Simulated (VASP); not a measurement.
# Bi2Ir2O7 with PBEsol: from relaxation to properties

What structure does Bi2Ir2O7 take at this level, and what are its properties? The steps: full relaxation (PBEsol), single point with fields (PBEsol), band structure (PBEsol), density of states (PBEsol), core levels (PBEsol), independent-particle dielectric function (PBEsol), volume scan with PBEsol and fit for PBEsol. The start is a computed cell from the Materials Project.

Calculated with VASP 6.6.1; PBEsol, no spin polarisation; plane waves and PAW (Bi_d, Ir, O).

This is a report of a sequence of runs, with most program output left out.

## Step 1: Set-up

Before any relaxation, the start is as follows. Symmetry: Fd-3m, No. 227, cubic system. The conventional cell has a = 10.345 Å, b = 10.345 Å, c = 10.345 Å, α = 90.00°, β = 90.00°, γ = 90.00°. Nearest to Bi lie 8 O at 2.24 to 2.52 Å. Nearest to Ir lie 6 O at 2.02 Å. Nearest to O lie 2 Ir at 2.02 Å and 2 Bi at 2.52 Å. O has 4 Bi at 2.24 Å nearest. Farther neighbours and most contacts between anions are not listed.

## Step 2: Full relaxation (PBEsol)

Properties are meant for the cell that this level of theory prefers, so cell and atoms are relaxed first (ISIF = 3) until forces and stress are small; EDIFFG sets the threshold. PBEsol restores the gradient expansion of exchange and is tuned for the cells of solids.

Contents of INCAR:

```
SYSTEM = Bi2Ir2O7
PREC = Accurate
ENCUT = 520
EDIFF = 1E-06
NELM = 100
ISMEAR = 0
SIGMA = 0.05
LREAL = Auto
ALGO = Fast
GGA = PS
NBANDS = 112
LASPH = .TRUE.
LORBIT = 11
LWAVE = .FALSE.
LCHARG = .FALSE.
KPAR = 8
IBRION = 2
NSW = 60
ISIF = 3
EDIFFG = -0.01
```

Contents of POSCAR:

```
Bi2Ir2O7
1.0
    0.0000000000      5.1724551700      5.1724551700
    5.1724551700      0.0000000000      5.1724551700
    5.1724551700      5.1724551700      0.0000000000
Bi Ir O
4 4 14
Direct
    0.1250000000      0.6250000000      0.6250000000
    0.6250000000      0.1250000000      0.6250000000
    0.6250000000      0.6250000000      0.1250000000
    0.6250000000      0.6250000000      0.6250000000
    0.6250000000      0.1250000000      0.1250000000
    0.1250000000      0.6250000000      0.1250000000
    0.1250000000      0.1250000000      0.6250000000
    0.1250000000      0.1250000000      0.1250000000
    0.2071724800      0.2071724800      0.7928275200
    0.7928275200      0.7928275200      0.2071724800
    0.2071724800      0.7928275200      0.2071724800
    0.7928275200      0.2071724800      0.7928275200
    0.7928275200      0.2071724800      0.2071724800
    0.2071724800      0.7928275200      0.7928275200
    0.0428275200      0.0428275200      0.4571724800
    0.4571724800      0.4571724800      0.0428275200
    0.0428275200      0.4571724800      0.0428275200
    0.4571724800      0.0428275200      0.4571724800
    0.4571724800      0.0428275200      0.0428275200
    0.0428275200      0.4571724800      0.4571724800
    0.7500000000      0.7500000000      0.7500000000
    0.5000000000      0.5000000000      0.5000000000
```

Contents of KPOINTS:

```
Automatic mesh
0
Gamma
4 4 4
0 0 0
```

The projector-augmented-wave data sets are Bi_d, Ir and O (PBE family, release 64).

Launch:

```sh
> mpirun -np 8 vasp_std
```

It took 2.8 min on 8 MPI ranks of Intel Xeon 6975P-C (Granite Rapids), shared host; peak memory 4.5 GiB; 20 min of CPU time.

This run has no spin polarisation, although Ir can carry a moment. The k-mesh is coarse for a metal. The PAW data sets were made with PBE, which is usual practice but a small mismatch for other functionals. The run keeps the 48 symmetry operations of its start, so it cannot find a distortion of lower symmetry.

The steps of the relaxation:

| step | energy less that of the first step (eV) | largest force (eV/Å) | pressure (GPa) | volume (Å³) |
| --- | --- | --- | --- | --- |
| 1 | 0.0000 | 0.1653 | -1.90 | 276.77 |
| 2 | 0.0155 | 0.0422 | 3.12 | 270.83 |
| 3 | -0.0188 | 0.0799 | 0.20 | 274.24 |
| 4 | -0.0218 | 0.0391 | 0.08 | 274.53 |
| 5 | -0.0226 | 0.0083 | 0.01 | 274.75 |

| conventional cell, symmetrised | before | after | change |
| --- | --- | --- | --- |
| a (Å) | 10.345 | 10.320 | -0.2 % |
| b (Å) | 10.345 | 10.320 | -0.2 % |
| c (Å) | 10.345 | 10.320 | -0.2 % |
| volume (Å³/atom) | 12.58 | 12.49 | -0.7 % |

Final coordinates:

```
Bi Ir O
1.0
     0.00000    5.15984    5.15984
     5.15984    0.00000    5.15984
     5.15984    5.15984    0.00000
Bi Ir O
4 4 14
Direct
  0.12500 0.62500 0.62500
  0.62500 0.12500 0.62500
  0.62500 0.62500 0.12500
  0.62500 0.62500 0.62500
  0.62500 0.12500 0.12500
  0.12500 0.62500 0.12500
  0.12500 0.12500 0.62500
  0.12500 0.12500 0.12500
  0.20621 0.20621 0.79379
  0.79379 0.79379 0.20621
  0.20621 0.79379 0.20621
  0.79379 0.20621 0.79379
  0.79379 0.20621 0.20621
  0.20621 0.79379 0.79379
  0.04379 0.04379 0.45621
  0.45621 0.45621 0.04379
  0.04379 0.45621 0.04379
  0.45621 0.04379 0.45621
  0.45621 0.04379 0.04379
  0.04379 0.45621 0.45621
  0.75000 0.75000 0.75000
  0.50000 0.50000 0.50000
```

This step gave:

```
electrons                       : 180
bands                           : 112
irreducible k-points            : 8
symmetry operations             : 48
free energy (TOTEN)             : -152.9356 eV
energy at zero smearing         : -152.9245 eV
Fermi energy                    : 7.217 eV
pressure                        : 0.01015 GPa
metallic                        : yes
SCF cycles over all ionic steps : 54
```

It ends with a largest force of 0.008 eV/Å and a pressure of 0.01 GPa.

## Step 3: Single point with fields (PBEsol)

The relaxed cell gets a fresh self-consistent run, on a basis set for its own volume, to fix the density and to check the remaining stress.

INCAR: that of step 2 with these lines changed.

```diff
@@ -14,7 +14,5 @@
 LWAVE = .FALSE.
-LCHARG = .FALSE.
-KPAR = 8
-IBRION = 2
-NSW = 60
-ISIF = 3
-EDIFFG = -0.01
+LCHARG = .TRUE.
+ISIF = 2
+LELF = .TRUE.
+LVHAR = .TRUE.
```

Contents of POSCAR:

```
Bi2Ir2O7
1.0
    0.0000000000      5.1598405794      5.1598405794
    5.1598405794      0.0000000000      5.1598405794
    5.1598405794      5.1598405794      0.0000000000
Bi Ir O
4 4 14
Direct
    0.1250000000      0.6250000000      0.6250000000
    0.6250000000      0.1250000000      0.6250000000
    0.6250000000      0.6250000000      0.1250000000
    0.6250000000      0.6250000000      0.6250000000
    0.6250000000      0.1250000000      0.1250000000
    0.1250000000      0.6250000000      0.1250000000
    0.1250000000      0.1250000000      0.6250000000
    0.1250000000      0.1250000000      0.1250000000
    0.2062134535      0.2062134535      0.7937865465
    0.7937865465      0.7937865465      0.2062134535
    0.2062134535      0.7937865465      0.2062134535
    0.7937865465      0.2062134535      0.7937865465
    0.7937865465      0.2062134535      0.2062134535
    0.2062134535      0.7937865465      0.7937865465
    0.0437865465      0.0437865465      0.4562134535
    0.4562134535      0.4562134535      0.0437865465
    0.0437865465      0.4562134535      0.0437865465
    0.4562134535      0.0437865465      0.4562134535
    0.4562134535      0.0437865465      0.0437865465
    0.0437865465      0.4562134535      0.4562134535
    0.7500000000      0.7500000000      0.7500000000
    0.5000000000      0.5000000000      0.5000000000
```

KPOINTS is that of step 2.

Launch:

```sh
> mpirun -np 8 vasp_std
```

Run time: 49 s. Hardware: 8 MPI ranks; peak memory 1.8 GiB.

Numbers from this step:

| Quantity | Value |
| --- | --- |
| SCF cycles | 17 |
| free energy (TOTEN) | -152.9322 eV |
| energy at zero smearing | -152.9211 eV |
| pressure | 0.004415 GPa |

Valence electrons inside each PAW sphere by angular momentum. Sphere charges, by row:

| atom | s (e) | p (e) | d (e) | tot (e) |
| --- | --- | --- | --- | --- |
| Bi1 | 1.654 | 0.868 | 10.04 | 12.56 |
| Bi2 | 1.654 | 0.868 | 10.04 | 12.56 |
| Bi3 | 1.654 | 0.868 | 10.04 | 12.56 |
| Bi4 | 1.654 | 0.868 | 10.04 | 12.56 |
| Ir5 | 0.601 | 0.796 | 6.874 | 8.27 |
| Ir6 | 0.601 | 0.796 | 6.874 | 8.27 |
| Ir7 | 0.601 | 0.796 | 6.874 | 8.27 |
| Ir8 | 0.601 | 0.796 | 6.874 | 8.27 |
| O9 | 1.559 | 3.393 | 0 | 4.952 |
| O10 | 1.559 | 3.393 | 0 | 4.952 |
| O11 | 1.559 | 3.393 | 0 | 4.952 |
| O12 | 1.559 | 3.393 | 0 | 4.952 |
| O13 | 1.559 | 3.393 | 0 | 4.952 |
| O14 | 1.559 | 3.393 | 0 | 4.952 |
| O15 | 1.559 | 3.393 | 0 | 4.952 |
| O16 | 1.559 | 3.393 | 0 | 4.952 |
| O17 | 1.559 | 3.393 | 0 | 4.952 |
| O18 | 1.559 | 3.393 | 0 | 4.952 |
| O19 | 1.559 | 3.393 | 0 | 4.952 |
| O20 | 1.559 | 3.393 | 0 | 4.952 |
| O21 | 1.585 | 3.452 | 0 | 5.037 |
| O22 | 1.585 | 3.452 | 0 | 5.037 |

Electrostatic potential energy in the ac plane at fractional y = 0.125, with atoms of Bi and Ir within 0.2 Å of it. With pseudopotentials it is smooth inside the atoms' cores, unlike the true potential.

Ten even steps from '0' (-66 eV) to '9' (4 eV), each cell a mean:
```
99987899878998789999
99988999999999989999
99976799999999976899
99985589998889975699
76787789975458997788
53458999962002799997
52125899971000289998
63113799984000058999
85323689997300048999
88655788899741258998
57888897579987679997
56899998558999999998
87999999878999999999
88999999998899988999
76789999987678975798
53368999985335875687
52136899985212588788
63113799886311479999
86323687678532369999
98655788558865579999
```
Columns run along a (7.3 Å; values clipped at the 3rd and 97th percentile), rows up along c (7.3 Å). Atoms in or near the plane, at fractional coordinates: Bi at (0.63, 0.62), Ir at (0.62, 0.12), Ir at (0.13, 0.62), Ir at (0.12, 0.12).

ELF in the ac plane at fractional y = 0.125, with atoms of Bi and Ir within 0.2 Å of it. It is the smooth field of the valence electrons, not physical close to the nuclei.

Ten even steps from '_' (0.00) to '@' (0.83), each cell a mean:
```
__..------::::++@@@@%%==::::------..____
__::++%%%%++::..++%%##==..::**%%##++..__
..::++%%@@@@**....----::__..##@@@@%%++..
----==%%@@@@@@==..::----::..++@@@@@@##--
--==--++%%@@@@**::==****++----##@@@@%%--
........==**##++::++**====++==--++##**--
..______::::::....==++--==--++--....::::
::______..::......--++==**====++::__..::
--..______::--====::==++==--==**--::====
##++::::::::++%%%%##--==++++****----##%%
@@%%++--==--++@@@@@@##::--==++==::--%%@@
@@@@##--::::--%%@@@@%%==....::::....++@@
%%@@##==..__..++%%@@%%==....++**==....++
==++++--..____..--++++--..::##@@@@**::::
--::::::::______::--::::::::**@@@@@@++::
::____--==::....::==::__..::==%%@@@@%%--
..____..--::--==----::______..++%%%%%%--
::________::++####++::______..--==++++--
----______::++@@@@%%++..____..==--::::..
::--::..::--==%%@@@@##--::....----..____
```
Columns run along a (7.3 Å), rows up along c (7.3 Å). Atoms in or near the plane, at fractional coordinates: Bi at (0.63, 0.62), Ir at (0.62, 0.12), Ir at (0.13, 0.62), Ir at (0.12, 0.12).

Valence density in the ac plane at fractional y = 0.125, with atoms of Bi and Ir within 0.2 Å of it. It is the smooth field of the valence electrons, not physical close to the nuclei.

Ten steps, logarithmic in the rise over the least value, from '0' (0.05 × 1e0 e/Å³) to '9' (8.88 × 1e0 e/Å³), each cell a mean:
```
02344333565333443100
01355422344322455310
12356632122212466531
33357753223322367653
45445653235553346654
56654443246886433444
56765322247998632223
56776422135899852123
45666433323689853233
54555445543357653245
76444346764234432246
76432235775312222135
56421013565322333223
44421001344322455323
44432000234443467643
56654211245665457654
56765322345676545554
46776444445677643333
35666446664566653212
13455445775455543100
```
Columns run along a (7.3 Å), rows up along c (7.3 Å). Atoms in or near the plane, at fractional coordinates: Bi at (0.63, 0.62), Ir at (0.62, 0.12), Ir at (0.13, 0.62), Ir at (0.12, 0.12).

In this run the pressure is 0.00 GPa, small enough to go on.

## Step 4: Band structure (PBEsol)

The mesh alone shows little of the dispersion and can miss band extrema, so KPOINTS_OPT adds a path through the symmetry points after the self-consistent cycle.

Contents of INCAR:

```
SYSTEM = Bi2Ir2O7
PREC = Accurate
ENCUT = 520
EDIFF = 1E-06
NELM = 100
ISMEAR = 0
SIGMA = 0.05
LREAL = Auto
ALGO = Fast
GGA = PS
NBANDS = 138
LASPH = .TRUE.
LORBIT = 11
LWAVE = .FALSE.
LCHARG = .FALSE.
KPAR = 8
```

POSCAR is that of step 3.

KPOINTS is that of step 3.

Contents of KPOINTS_OPT:

```
Line mode
12
Line-mode
Reciprocal
  0.00000000   0.00000000   0.00000000 GAMMA
  0.50000000   0.00000000   0.50000000 X

  0.50000000   0.00000000   0.50000000 X
  0.50000000   0.25000000   0.75000000 W

  0.50000000   0.25000000   0.75000000 W
  0.37500000   0.37500000   0.75000000 K

  0.37500000   0.37500000   0.75000000 K
  0.00000000   0.00000000   0.00000000 GAMMA

  0.00000000   0.00000000   0.00000000 GAMMA
  0.50000000   0.50000000   0.50000000 L

  0.50000000   0.50000000   0.50000000 L
  0.62500000   0.25000000   0.62500000 U

  0.62500000   0.25000000   0.62500000 U
  0.50000000   0.25000000   0.75000000 W

  0.50000000   0.25000000   0.75000000 W
  0.50000000   0.50000000   0.50000000 L

  0.50000000   0.50000000   0.50000000 L
  0.37500000   0.37500000   0.75000000 K

  0.62500000   0.25000000   0.62500000 U
  0.50000000   0.00000000   0.50000000 X
```

Launch:

```sh
> mpirun -np 8 vasp_std
```

Run time: 8.1 min. Hardware: 8 MPI ranks; peak memory 5.1 GiB; 58 min of CPU time.

Spin-orbit coupling is off here; with elements this heavy it splits and shifts levels by tenths of an eV or more.

This step gave:

| Quantity | Value |
| --- | --- |
| SCF cycles | 16 |
| bands | 138 |
| pressure | -0.003292 GPa |

The electronic bands at the labelled points (eV, zero at the Fermi level; # counts the bands kept):

| point | #49 | #50 | #51 | #52 | #53 | #54 | #55 | #56 |
| --- | --- | --- | --- | --- | --- | --- | --- | --- |
| Γ | -0.66 | -0.66 | -0.30 | 0.84 | 0.84 | 0.84 | 1.71 | 2.29 |
| 0.55 of the way | -0.72 | -0.72 | -0.17 | 0.41 | 0.41 | 0.53 | 1.90 | 1.97 |
| X | -0.52 | -0.52 | -0.03 | -0.03 | 0.03 | 0.03 | 1.60 | 1.60 |
| 0.55 of the way | -0.61 | -0.61 | -0.15 | -0.15 | 0.07 | 0.07 | 1.72 | 1.72 |
| W | -0.76 | -0.76 | -0.23 | -0.23 | 0.08 | 0.08 | 1.87 | 1.87 |
| 0.45 of the way | -0.70 | -0.69 | -0.30 | -0.21 | 0.04 | 0.19 | 1.77 | 1.90 |
| K | -0.65 | -0.59 | -0.33 | -0.31 | 0.08 | 0.24 | 1.70 | 1.90 |
| 0.45 of the way | -0.78 | -0.75 | -0.18 | 0.20 | 0.39 | 0.61 | 2.00 | 2.14 |
| Γ | -0.66 | -0.66 | -0.30 | 0.84 | 0.84 | 0.84 | 1.71 | 2.29 |
| 0.55 of the way | -0.72 | -0.72 | -0.18 | 0.45 | 0.45 | 0.67 | 1.86 | 2.24 |
| L | -0.61 | -0.61 | -0.11 | 0.00 | 0.00 | 0.48 | 1.67 | 2.17 |
| 0.45 of the way | -0.69 | -0.63 | -0.19 | -0.13 | 0.00 | 0.48 | 1.74 | 2.11 |
| U | -0.65 | -0.59 | -0.33 | -0.31 | 0.08 | 0.24 | 1.70 | 1.90 |
| 0.45 of the way | -0.68 | -0.68 | -0.31 | -0.23 | 0.05 | 0.20 | 1.75 | 1.90 |
| W | -0.76 | -0.76 | -0.23 | -0.23 | 0.08 | 0.08 | 1.87 | 1.87 |
| 0.45 of the way | -0.75 | -0.65 | -0.34 | -0.07 | -0.06 | 0.42 | 1.78 | 2.05 |
| L | -0.61 | -0.61 | -0.11 | 0.00 | 0.00 | 0.48 | 1.67 | 2.17 |
| 0.55 of the way | -0.73 | -0.64 | -0.22 | -0.19 | 0.02 | 0.46 | 1.76 | 2.09 |
| K | -0.65 | -0.59 | -0.33 | -0.31 | 0.08 | 0.24 | 1.70 | 1.90 |
| jump to U | -0.65 | -0.59 | -0.33 | -0.31 | 0.08 | 0.24 | 1.70 | 1.90 |
| 0.55 of the way | -0.56 | -0.54 | -0.12 | -0.09 | 0.05 | 0.09 | 1.62 | 1.66 |
| X | -0.52 | -0.52 | -0.03 | -0.03 | 0.03 | 0.03 | 1.60 | 1.60 |

Of the projections kept (Bi, Ir, O), the largest for each band there; the rest of the weight can lie on other orbitals:

| point | #49 | #50 | #51 | #52 | #53 | #54 | #55 | #56 |
| --- | --- | --- | --- | --- | --- | --- | --- | --- |
| Γ | Ir 0.60 | Ir 0.60 | Ir 0.63 | Ir 0.59 | Ir 0.59 | Ir 0.59 | Bi 0.62 | Ir 0.71 |
| X | Ir 0.74 | Ir 0.74 | Ir 0.56 | Ir 0.56 | Ir 0.57 | Ir 0.57 | Ir 0.50 | Ir 0.50 |
| W | Ir 0.73 | Ir 0.73 | Ir 0.51 | Ir 0.51 | Ir 0.57 | Ir 0.57 | Ir 0.45 | Ir 0.45 |
| K | Ir 0.73 | Ir 0.74 | Ir 0.52 | Ir 0.54 | Ir 0.57 | Ir 0.56 | Ir 0.50 | Ir 0.45 |
| Γ | Ir 0.60 | Ir 0.60 | Ir 0.63 | Ir 0.59 | Ir 0.59 | Ir 0.59 | Bi 0.62 | Ir 0.71 |
| L | Ir 0.71 | Ir 0.71 | Ir 0.60 | Ir 0.56 | Ir 0.56 | Ir 0.57 | Ir 0.41 | Ir 0.62 |

There is no gap at this level.

## Step 5: Density of states (PBEsol)

A density of states needs more k-points than a total energy; ISMEAR = -5 takes tetrahedra, and LORBIT projects the states on the PAW spheres. The mesh is finer than in the run before.

INCAR: that of step 4 with these lines changed.

```diff
@@ -5,3 +5,3 @@
 NELM = 100
-ISMEAR = 0
+ISMEAR = -5
 SIGMA = 0.05
@@ -16 +16,2 @@
 KPAR = 8
+NEDOS = 2001
```

POSCAR is that of step 4.

Contents of KPOINTS:

```
Automatic mesh
0
Gamma
6 6 6
0 0 0
```

Launch:

```sh
> mpirun -np 8 vasp_std
```

The job ended after 1.7 min (8 MPI ranks; peak memory 5.2 GiB).

With tetrahedra the forces and stress of a metal are not exact derivatives of the energy.

Numbers from this step:

| Item | Value |
| --- | --- |
| irreducible k-points | 16 |
| free energy (TOTEN) | -152.9686 eV |
| Fermi energy | 7.279 eV |
| pressure | -0.06765 GPa |
| DOS at the Fermi level | 9.345 states/eV/cell |

The density of states has structure finer than the step of the table below, so its rows give means over 0.5 eV, whole bins alone (the curve runs from -12.0 to 2.26 eV). Peaks (eV: height): total -11.45: 29.2, -7.76: 25.3, -2.96: 25.0, -0.74: 24.4; O p -4.25: 10.9, -3.91: 12.5, -3.31: 14.7, -2.96: 15.3; Ir d -7.76: 8.87, -1.34: 16.5, -0.74: 15.2, -0.22: 8.60; Bi p -6.99: 1.22, -6.39: 1.22, -0.74: 1.47, 1.75: 2.47; Bi s -11.45: 18.1, -10.25: 2.78, -2.28: 2.48.

States under -12.0 eV and over 2.3 eV are left out. Density of states against energy, zero at the Fermi level; means over each step; 7 of 8 lines; values in states/eV/cell:

| energy (eV) | total | O p | Ir d | Bi p | Bi s | Ir p | O s |
| --- | --- | --- | --- | --- | --- | --- | --- |
| -11.5 | 8.64 | 1.01 | 0.0933 | 0.00659 | 5.34 | 0.00949 | 0.223 |
| -11.0 | 2.99 | 0.352 | 0.0399 | 0.0207 | 1.73 | 0.00533 | 0.192 |
| -10.5 | 2.35 | 0.266 | 0.0114 | 0.0266 | 1.30 | 0.00376 | 0.243 |
| -10.0 | 2.02 | 0.230 | 0.0161 | 0.0205 | 1.06 | 0.00162 | 0.242 |
| -9.5 | 0 | 0 | 0 | 0 | 0 | 0 | 0 |
| -9.0 | 0 | 0 | 0 | 0 | 0 | 0 | 0 |
| -8.5 | 1.11 | 0.478 | 0.324 | 0.00472 | 0.00130 | 0.00480 | 0.00473 |
| -8.0 | 12.2 | 5.14 | 4.00 | 0.203 | 0.0158 | 0.155 | 0.0546 |
| -7.5 | 10.9 | 4.52 | 3.03 | 0.409 | 0.0176 | 0.311 | 0.0459 |
| -7.0 | 12.2 | 5.10 | 2.71 | 0.767 | 0.0446 | 0.311 | 0.0931 |
| -6.5 | 15.9 | 6.99 | 2.98 | 0.865 | 0.0888 | 0.598 | 0.0952 |
| -6.0 | 13.6 | 6.22 | 2.08 | 0.607 | 0.125 | 0.562 | 0.138 |
| -5.5 | 14.4 | 6.85 | 2.45 | 0.589 | 0.109 | 0.483 | 0.174 |
| -5.0 | 15.1 | 7.43 | 2.58 | 0.559 | 0.120 | 0.461 | 0.149 |
| -4.5 | 9.74 | 5.17 | 1.40 | 0.280 | 0.0856 | 0.344 | 0.0869 |
| -4.0 | 15.7 | 8.99 | 1.62 | 0.336 | 0.129 | 0.428 | 0.162 |
| -3.5 | 18.4 | 11.3 | 1.40 | 0.259 | 0.270 | 0.635 | 0.152 |
| -3.0 | 18.6 | 11.4 | 1.61 | 0.197 | 0.655 | 0.409 | 0.137 |
| -2.5 | 7.03 | 3.94 | 0.856 | 0.0506 | 0.591 | 0.0469 | 0.0112 |
| -2.0 | 3.56 | 1.70 | 0.698 | 0.0291 | 0.403 | 0.0208 | 0.00685 |
| -1.5 | 10.5 | 1.66 | 7.18 | 0.316 | 0.0421 | 0.0862 | 0.0503 |
| -1.0 | 18.1 | 3.19 | 11.8 | 0.743 | 0.0473 | 0.161 | 0.0436 |
| -0.5 | 5.63 | 1.40 | 3.19 | 0.214 | 0.126 | 0.0381 | 0.0174 |
| 0.0 | 8.81 | 2.83 | 4.37 | 0.125 | 0.430 | 0.0574 | 0.0338 |
| 0.5 | 4.75 | 1.46 | 2.37 | 0.126 | 0.198 | 0.00999 | 0.0616 |
| 1.0 | 0.0501 | 0.0159 | 0.0258 | 4.5e-4 | 0.00211 | 2.3e-5 | 4.2e-4 |
| 1.5 | 2.38 | 0.304 | 0.742 | 0.430 | 0.0186 | 0.0152 | 0.202 |
| 2.0 | 10.1 | 1.60 | 4.05 | 1.41 | 0.0354 | 0.0622 | 0.767 |

The finer mesh and the other smearing move the Fermi level by +0.06 eV from the 4×4×4 run, one measure of the sampling error in the zero of the bands above. Of the states within 0.3 eV of the Fermi level, the largest shares in the PAW spheres are Ir d 50 % and O p 32 %. The rest lies in smaller channels or between the spheres.

## Step 6: Core levels (PBEsol)

Core levels shift with the potential at each site, so they tell like atoms on unlike sites apart.

Contents of INCAR:

```
SYSTEM = Bi2Ir2O7
PREC = Accurate
ENCUT = 520
EDIFF = 1E-06
NELM = 100
ISMEAR = 0
SIGMA = 0.05
LREAL = Auto
ALGO = Fast
GGA = PS
NBANDS = 112
LASPH = .TRUE.
LORBIT = 11
LWAVE = .FALSE.
LCHARG = .FALSE.
KPAR = 8
ICORELEVEL = 1
```

POSCAR is that of step 5.

Contents of KPOINTS:

```
Automatic mesh
0
Gamma
4 4 4
0 0 0
```

Launch:

```sh
> mpirun -np 8 vasp_std
```

It took 48 s on 8 MPI ranks; peak memory 3.9 GiB; 6.3 min of CPU time.

These are scalar-relativistic Kohn-Sham levels of the ground state, with no core hole, so they are not binding energies.

Numbers from this step:

- SCF cycles: 17
- bands: 112
- irreducible k-points: 8
- free energy (TOTEN): -152.9322 eV
- Fermi energy: 7.217 eV
- pressure: 0.004415 GPa

Kohn-Sham core levels. Core levels, by row, the first 40 of 110 rows:

| atom | shell | level below the Fermi level (eV) |
| --- | --- | --- |
| Bi1 | 1s | 90636 |
| Bi1 | 2s | 16278 |
| Bi1 | 2p | 13919 |
| Bi1 | 3s | 3926 |
| Bi1 | 3p | 3253 |
| Bi1 | 3d | 2578 |
| Bi1 | 4s | 898.1 |
| Bi1 | 4p | 677.5 |
| Bi1 | 4d | 425.7 |
| Bi1 | 4f | 148.5 |
| Bi1 | 5s | 153.6 |
| Bi1 | 5p | 91.73 |
| Bi2 | 1s | 90636 |
| Bi2 | 2s | 16278 |
| Bi2 | 2p | 13919 |
| Bi2 | 3s | 3926 |
| Bi2 | 3p | 3253 |
| Bi2 | 3d | 2578 |
| Bi2 | 4s | 898.1 |
| Bi2 | 4p | 677.5 |
| Bi2 | 4d | 425.7 |
| Bi2 | 4f | 148.5 |
| Bi2 | 5s | 153.6 |
| Bi2 | 5p | 91.73 |
| Bi3 | 1s | 90636 |
| Bi3 | 2s | 16278 |
| Bi3 | 2p | 13919 |
| Bi3 | 3s | 3926 |
| Bi3 | 3p | 3253 |
| Bi3 | 3d | 2578 |
| Bi3 | 4s | 898.1 |
| Bi3 | 4p | 677.5 |
| Bi3 | 4d | 425.7 |
| Bi3 | 4f | 148.5 |
| Bi3 | 5s | 153.6 |
| Bi3 | 5p | 91.73 |
| Bi4 | 1s | 90636 |
| Bi4 | 2s | 16278 |
| Bi4 | 2p | 13919 |
| Bi4 | 3s | 3926 |

The O 1s level differs by about 0.4 eV between unlike sites.

[end of part 1 of 2]

[Lines on the potential files, build, host, timing and source positions are cut from VASP's logs without a mark.]

[Logs are printed without paths, hosts, clocks, repeated set-up lines and the standing remarks that a program may print on its own settings, such as how far it seeks lower states.]

[Hosts, paths, dates, database ids (printed as entryN), source tags and the programs' standing remarks are cut or masked in the printed files.]

[A measured line is paired with the nearest computed mode of its activity, which favours agreement.]
